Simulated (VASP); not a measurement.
Here is the system:

```
CsPbCl3
1.0
    5.78912     0.00000     0.00000
    0.00000     5.78912     0.00000
    0.00000     0.00000     5.78912
Cs Pb Cl
1 1 3
Direct
  0.00000   0.00000   0.00000
  0.50000   0.50000   0.50000
  0.50000   0.00000   0.50000
  0.00000   0.50000   0.50000
  0.50000   0.50000   0.00000
```

Computed with vdW-DF2, VASP's PBE PAW potentials (set 64) (plane waves; VASP 6.6.1). Settings: 520 eV cut-off, 5×5×5 Γ-centred mesh, tetrahedra with Blöchl corrections, potentials Cs_sv Pb_d Cl.

The cores are frozen, which limits the accuracy of field gradients.

Task: Give the principal components of the electric field gradient (V/Å²) and the asymmetry η at each nucleus.

Result: 
```json
[
 {"atom": "Cs1", "Vxx": "0.0", "Vyy": "0.0", "Vzz": "0.0", "η": "-"},
 {"atom": "Pb2", "Vxx": "0.0", "Vyy": "0.0", "Vzz": "0.0", "η": "-"},
 {"atom": "Cl3", "Vxx": "-37.8", "Vyy": "-37.8", "Vzz": "75.7", "η": "0.00"},
 {"atom": "Cl4", "Vxx": "-37.8", "Vyy": "-37.8", "Vzz": "75.7", "η": "0.00"},
 {"atom": "Cl5", "Vxx": "-37.8", "Vyy": "-37.8", "Vzz": "75.7", "η": "0.00"}
]
```

The compound is CsPbCl3 in the cubic perovskite structure, the ideal cubic form; the compound distorts at low or room temperature. It was relaxed first, which changed the volume by +10 %.
